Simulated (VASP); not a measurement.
Given:

```
CoTi
1.0
    2.85833     0.00000     0.00000
    0.00000     2.85833     0.00000
    0.00000     0.00000     2.85833
Ti Co
1 1
Direct
  0.00000   0.00000   0.00000
  0.50000   0.50000   0.50000
```

Computed with LDA (Ceperley-Alder, Perdew-Zunger), VASP's LDA PAW potentials (set 64) (plane waves; VASP). Run with 500 eV cut-off, 13×13×13 Γ-centred mesh, first-order Methfessel-Paxton smearing of 0.10 eV, potentials Ti_sv Co.

Energy and stress use the plane-wave basis of the starting cell.

Task: The ions, cell shape and volume at an external pressure of 20.0 GPa are relaxed. Which structure does the run end with?

Result: 
```
CoTi
1.0
    2.82374     0.00000     0.00000
    0.00000     2.82374     0.00000
    0.00000     0.00000     2.82374
Ti Co
1 1
Cartesian
  0.00000   0.00000   0.00000
  1.41187   1.41187   1.41187
```
Space group Pm-3m (221), at a tolerance of 0.03 Å.

Task: How do energy and volume change from the first to the last step?

Result: The energy (σ→0) changes by +38.5 meV/atom and the volume by -3.6 %, in 3 ionic steps.

| step | E(σ→0) (eV) | max force (eV/Å) | pressure (GPa) | volume (Å³) |
|---|---|---|---|---|
| 1 | -17.5667 | 0.000 | 9.89 | 23.35 |
| 2 | -17.1873 | 0.000 | 43.55 | 20.95 |
| 3 | -17.4898 | 0.000 | 19.72 | 22.52 |

The compound is TiCo in the CsCl type structure. This run relaxes it under an external pressure of 20 GPa. Symmetry was kept, so distortions that lower it aren't found. The run is not spin-polarised, so no magnetic state was tried. The electron count is odd and the run is not spin-polarised, which forces a metal.
